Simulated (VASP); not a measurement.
# CaF2 (Fluorite): accuracy against cost in the k-mesh and PAW data sets

A convergence test on CaF2 (Fluorite): the k-mesh and PAW data sets. The series runs use r2SCAN. The k-mesh tried: 2 2 2; 3 3 3; 4 4 4; 5 5 5; 6 6 6; 8 8 8; 10 10 10; 13 13 13. The PAW data sets tried: minimal 64: Ca_pv F; recommended 64: Ca_sv F; recommended 54: Ca_sv F; gw 64: Ca_sv_GW F_GW; hard 64: Ca_sv F_h; soft 64: Ca_sv F_s. The start is a cell from a database of measured crystal structures.

Calculated with VASP 6.6.1; r2SCAN; plane waves and PAW (Ca_sv, F), in the first sound run; inputs show where later runs differ.

Report form: the programs' logs are mostly left out.

**1. The structure**

The structure is cubic, space group Fm-3m (No. 225). Conventional cell: a = 5.462 Å, b = 5.462 Å, c = 5.462 Å, α = 90.00°, β = 90.00°, γ = 90.00°. Ca has 8 F at 2.37 Å nearest. Nearest to F lie 4 Ca at 2.37 Å. Farther neighbours and most contacts between anions are not listed.

Structure file:

```xyz
3
Lattice="0.0000 2.7310 2.7310 2.7310 0.0000 2.7310 2.7310 2.7310 0.0000" Properties=species:S:1:pos:R:3 pbc="T T T"
Ca    0.0000    0.0000    0.0000
F     1.3655    1.3655    1.3655
F     4.0965    4.0965    4.0965
```

**2. K-mesh: 2 2 2**

The sum over the zone converges with the mesh, fast for insulators and slowly for metals. r2SCAN adds the kinetic-energy density, costs more than a GGA and is run with LASPH.

INCAR

```
SYSTEM = CaF2
PREC = Accurate
ENCUT = 520
EDIFF = 1E-06
NELM = 100
ISMEAR = -1
SIGMA = 0.05
LREAL = .FALSE.
ALGO = Normal
METAGGA = R2SCAN
LASPH = .TRUE.
NBANDS = 18
LORBIT = 11
LWAVE = .FALSE.
LCHARG = .FALSE.
NCORE = 4
ISIF = 2
```

POSCAR

```
CaF2
1.0
    0.0000000000      2.7310000000      2.7310000000
    2.7310000000      0.0000000000      2.7310000000
    2.7310000000      2.7310000000      0.0000000000
Ca F
1 2
Direct
    0.0000000000      0.0000000000      0.0000000000
    0.2500000000      0.2500000000      0.2500000000
    0.7500000000      0.7500000000      0.7500000000
```

KPOINTS

```
Automatic mesh
0
Gamma
2 2 2
0 0 0
```

Potentials, in the order of the species: Ca_sv and F (PBE family, release 64).

On the command line:

```console
mpirun -np 4 vasp_std
```

The job ended after 22 s (4 MPI ranks of AMD EPYC 7R43, shared host; peak memory 0.36 GiB; 79 s of CPU time).

The gap is read on the k-mesh alone, so it is an upper bound where the band edges lie off the mesh. The PAW data sets were made with PBE, which is usual practice but a small mismatch for other functionals.

Numbers from this step:

| Property | Result |
| --- | --- |
| SCF cycles | 14 |
| electrons | 24 |
| bands | 18 |
| irreducible k-points | 3 |
| symmetry operations | 48 |
| free energy (TOTEN) | -25.92 eV |
| Fermi energy | -0.368 eV |
| pressure | -0.1435 GPa |
| metallic | no |
| valence top at k | 0.5, 0.5, 0 |
| conduction bottom at k | 0, 0, 0 |
| least direct gap at k | 0, 0, 0 |
| gap on the k-mesh | 7.931 eV |
| least direct gap on the k-mesh | 8.190 eV |

The series starts at -8.6388 eV an atom and -0.14 GPa, after 14 cycles in 22 s.

**3. K-mesh: 3 3 3**

Edit INCAR of step 2 so:

```diff
@@ -15,3 +15,4 @@
 LCHARG = .FALSE.
-NCORE = 4
+KPAR = 2
+NCORE = 2
 ISIF = 2
```

POSCAR is that of step 2.

KPOINTS

```
Automatic mesh
0
Gamma
3 3 3
0 0 0
```

On the command line:

```console
mpirun -np 4 vasp_std
```

Run time: 20 s. Hardware: 4 MPI ranks; peak memory 0.43 GiB.

Against the run before the energy moves by -10.80 meV an atom and the pressure by -0.47 GPa, after 13 cycles in 20 s.

**4. K-mesh: 4 4 4**

Edit INCAR of step 3 so:

```diff
@@ -15,4 +15,3 @@
 LCHARG = .FALSE.
-KPAR = 2
-NCORE = 2
+KPAR = 4
 ISIF = 2
```

POSCAR is that of step 3.

KPOINTS

```
Automatic mesh
0
Gamma
4 4 4
0 0 0
```

On the command line:

```console
mpirun -np 4 vasp_std
```

It took 35 s on 4 MPI ranks; peak memory 0.56 GiB; 2.2 min of CPU time.

Against the run before the energy moves by -0.18 meV an atom and the pressure by +0.06 GPa, after 14 cycles in 35 s.

**5. K-mesh: 5 5 5**

INCAR is that of step 4.

POSCAR is that of step 4.

KPOINTS

```
Automatic mesh
0
Gamma
5 5 5
0 0 0
```

On the command line:

```console
mpirun -np 4 vasp_std
```

Elapsed: 36 s, on 4 MPI ranks; peak memory 0.53 GiB; 2.3 min of CPU time.

Against the run before the energy stays within 0.01 meV an atom; the pressure moves by +0.01 GPa, after 14 cycles in 36 s.

**6. K-mesh: 6 6 6**

INCAR is that of step 5.

POSCAR is that of step 5.

KPOINTS

```
Automatic mesh
0
Gamma
6 6 6
0 0 0
```

On the command line:

```console
mpirun -np 4 vasp_std
```

Run time: 50 s. Hardware: 4 MPI ranks; peak memory 0.55 GiB.

Against the run before the energy moves by -0.03 meV an atom while the pressure stays within 0.01 GPa, after 14 cycles in 50 s.

**7. K-mesh: 8 8 8**

INCAR is that of step 6.

POSCAR is that of step 6.

KPOINTS

```
Automatic mesh
0
Gamma
8 8 8
0 0 0
```

On the command line:

```console
mpirun -np 4 vasp_std
```

Run time: 72 s. Hardware: 4 MPI ranks; peak memory 0.59 GiB; 4.7 min of CPU time.

Against the run before the energy moves by -0.06 meV an atom and the pressure by +0.01 GPa, after 14 cycles in 72 s.

**8. K-mesh: 10 10 10**

INCAR is that of step 7.

POSCAR is that of step 7.

KPOINTS

```
Automatic mesh
0
Gamma
10 10 10
0 0 0
```

On the command line:

```console
mpirun -np 4 vasp_std
```

The job ended after 97 s (4 MPI ranks; peak memory 0.59 GiB; 6.4 min of CPU time).

Against the run before the energy moves by +0.03 meV an atom while the pressure stays within 0.01 GPa, after 14 cycles in 97 s.

**9. K-mesh: 13 13 13**

INCAR is that of step 8.

POSCAR is that of step 8.

KPOINTS

```
Automatic mesh
0
Gamma
13 13 13
0 0 0
```

On the command line:

```console
mpirun -np 4 vasp_std
```

It took 2.9 min on 4 MPI ranks; peak memory 0.71 GiB; 11 min of CPU time.

Against the run before the energy moves by -0.01 meV an atom while the pressure stays within 0.01 GPa, after 14 cycles in 2.9 min.

**10. The k-mesh series as a table**

This step: convergence of r2SCAN results with the mesh; plane waves and PAW (VASP 6.6.1).

No new run; the numbers come from the runs before.

Differences are taken from the run with 13 13 13. Results of the series, by row:

```csv
setting,status,energy less the reference (meV/atom),pressure (GPa),gap (eV),SCF cycles,wall time (s)
2 2 2,converged,11.05,-0.1436,7.931,14,22
3 3 3,converged,0.2535,-0.6109,8.097,13,19.6
4 4 4,converged,0.07483,-0.5549,7.946,14,35
5 5 5,converged,0.07208,-0.5486,8.007,14,36
6 6 6,converged,0.03839,-0.5486,7.946,14,50
8 8 8,converged,-0.0236,-0.5415,7.946,14,72
10 10 10,converged,0.01106,-0.543,7.946,14,97
13 13 13,converged,0,-0.5431,7.954,14,171.1
```

**11. PAW data sets: minimal 64: Ca pv F**

This step: r2SCAN; plane waves and PAW (Ca_pv, F) (VASP 6.6.1).

Data sets differ in which electrons are valence and how hard the partial waves are.

Edit INCAR of step 9 so:

```diff
@@ -11,3 +11,3 @@
 LASPH = .TRUE.
-NBANDS = 18
+NBANDS = 17
 LORBIT = 11
```

POSCAR is that of step 9.

KPOINTS

```
Automatic mesh
0
Gamma
8 8 8
0 0 0
```

The projector-augmented-wave data sets are Ca_pv and F (PBE family, release 64).

On the command line:

```console
mpirun -np 4 vasp_std
```

Elapsed: 72 s, on 4 MPI ranks; peak memory 0.58 GiB; 4.7 min of CPU time.

This step gave:

```
electrons                      : 22
bands                          : 17
irreducible k-points           : 29
Fermi energy                   : -0.2038 eV
pressure                       : -0.9268 GPa
valence top at k               : 0.5, 0.5, 0
gap on the k-mesh              : 7.889 eV
least direct gap on the k-mesh : 8.147 eV
```

The series starts at -8.6510 eV an atom and -0.93 GPa, after 14 cycles in 72 s.

**12. PAW data sets: recommended 64: Ca sv F**

This step: r2SCAN; plane waves and PAW (Ca_sv, F) (VASP 6.6.1).

Edit INCAR of step 11 so:

```diff
@@ -11,3 +11,3 @@
 LASPH = .TRUE.
-NBANDS = 17
+NBANDS = 18
 LORBIT = 11
```

POSCAR is that of step 11.

KPOINTS is that of step 11.

The projector-augmented-wave data sets are Ca_sv and F (PBE family, release 64).

On the command line:

```console
mpirun -np 4 vasp_std
```

Elapsed: 73 s, on 4 MPI ranks; peak memory 0.54 GiB.

With 24 valence electrons the pressure is -0.54 GPa, +0.39 GPa from the first of the series, after 14 cycles in 73 s.

**13. PAW data sets: recommended 54: Ca sv F**

INCAR is that of step 12.

POSCAR is that of step 12.

KPOINTS is that of step 12.

PAW data sets: Ca_sv and F (PBE family, release 54).

On the command line:

```console
mpirun -np 4 vasp_std
```

The job ended after 69 s (4 MPI ranks; peak memory 0.57 GiB; 4.5 min of CPU time).

With 24 valence electrons the pressure is -0.54 GPa, +0.39 GPa from the first of the series, after 14 cycles in 69 s.

**14. PAW data sets: GW 64: Ca sv GW F GW**

This step: r2SCAN; plane waves and PAW (Ca_sv_GW, F_GW) (VASP 6.6.1).

Edit INCAR of step 13 so:

```diff
@@ -2,3 +2,3 @@
 PREC = Accurate
-ENCUT = 520
+ENCUT = 640
 EDIFF = 1E-06
```

POSCAR is that of step 13.

KPOINTS is that of step 13.

The projector-augmented-wave data sets are Ca_sv_GW and F_GW (PBE family, release 64).

On the command line:

```console
mpirun -np 4 vasp_std
```

Run time: 90 s. Hardware: 4 MPI ranks; peak memory 0.66 GiB; 5.9 min of CPU time.

With 24 valence electrons the pressure is -1.30 GPa, -0.37 GPa from the first of the series, after 17 cycles in 90 s.

**15. PAW data sets: hard 64: Ca sv F h**

This step: r2SCAN; plane waves and PAW (Ca_sv, F_h) (VASP 6.6.1).

Edit INCAR of step 14 so:

```diff
@@ -2,3 +2,3 @@
 PREC = Accurate
-ENCUT = 640
+ENCUT = 1010
 EDIFF = 1E-06
```

POSCAR is that of step 14.

KPOINTS is that of step 14.

The projector-augmented-wave data sets are Ca_sv and F_h (PBE family, release 64).

On the command line:

```console
mpirun -np 4 vasp_std
```

Wall time 2.2 min (4 MPI ranks); peak memory 0.99 GiB; 8.7 min of CPU time.

With 24 valence electrons the pressure is -0.37 GPa, +0.56 GPa from the first of the series, after 13 cycles in 2.2 min.

**16. PAW data sets: soft 64: Ca sv F s**

This step: r2SCAN; plane waves and PAW (Ca_sv, F_s) (VASP 6.6.1).

Edit INCAR of step 15 so:

```diff
@@ -2,3 +2,3 @@
 PREC = Accurate
-ENCUT = 1010
+ENCUT = 400
 EDIFF = 1E-06
```

POSCAR is that of step 15.

KPOINTS is that of step 15.

Potentials, in the order of the species: Ca_sv and F_s (PBE family, release 64).

On the command line:

```console
mpirun -np 4 vasp_std
```

Run time: 51 s. Hardware: 4 MPI ranks; peak memory 0.5 GiB; 3.2 min of CPU time.

With 24 valence electrons the pressure is -0.67 GPa, +0.25 GPa from the first of the series, after 14 cycles in 51 s.

**17. The PAW data sets series as a table**

This step: convergence of r2SCAN results with the datasets; plane waves and PAW (VASP 6.6.1).

Derived from the runs above.

Results of the series, by row:

| setting | status | pressure (GPa) | gap (eV) | SCF cycles | wall time (s) |
| --- | --- | --- | --- | --- | --- |
| minimal 64: Ca_pv F, 520 eV | converged | -0.9268 | 7.889 | 14 | 72 |
| recommended 64: Ca_sv F, 520 eV | converged | -0.5415 | 7.946 | 14 | 73 |
| recommended 54: Ca_sv F, 520 eV | converged | -0.5415 | 7.946 | 14 | 69 |
| gw 64: Ca_sv_GW F_GW, 640 eV | converged | -1.301 | 7.952 | 17 | 90 |
| hard 64: Ca_sv F_h, 1010 eV | converged | -0.3713 | 7.954 | 13 | 133 |
| soft 64: Ca_sv F_s, 400 eV | converged | -0.6733 | 7.93 | 14 | 51 |

**18. Outcome**

```yaml
k_mesh_from_which_the_energy_stays_within_10_mev_atom_of_the_reference: 3 3 3
k_mesh_from_which_the_energy_stays_within_1_mev_atom_of_the_reference: 3 3 3
k_mesh_from_which_the_pressure_stays_within_0p2_gpa_of_the_reference: 3 3 3
spread_of_the_pressure_over_the_k_mesh: 0.467 GPa
spread_of_the_energy_over_the_k_mesh: 11.1 meV/atom
spread_of_the_pressure_over_the_paw_data_sets: 0.929 GPa
```

**Reading.** From 3 3 3 on, the energy stays within 1 meV an atom of the reference, at 11 % of its time. The pressure holds within 0.2 GPa from 3 3 3 on. The gap in the table jumps with the points that each mesh happens to hold, and is no measure of convergence. The choice of data set moves the pressure between -1.30 GPa (gw 64: Ca_sv_GW F_GW) and -0.37 GPa (hard 64: Ca_sv F_h); the cutoffs differ too (1010, 400, 520 and 640 eV). The gap moves by up to 0.07 eV. Differences are taken from the run with 13 13 13, which is itself not the exact limit. Data sets differ in their zero of energy, so energies are not compared. Forces vanish by symmetry in this cell, so the series can't test them.

[Lines on the potential files, build, host, timing and source positions are cut from VASP's logs without a mark.]

[Logs are printed without paths, hosts, clocks, repeated set-up lines and the standing remarks that a program may print on its own settings, such as how far it seeks lower states.]

[Hosts, paths, dates, database ids (printed as entryN), source tags and the programs' standing remarks are cut or masked in the printed files.]

[A measured line is paired with the nearest computed mode of its activity, which favours agreement.]

[In band tables of VASP the shares of atoms and orbitals are scaled to a sum of 1 inside the atoms' spheres.]
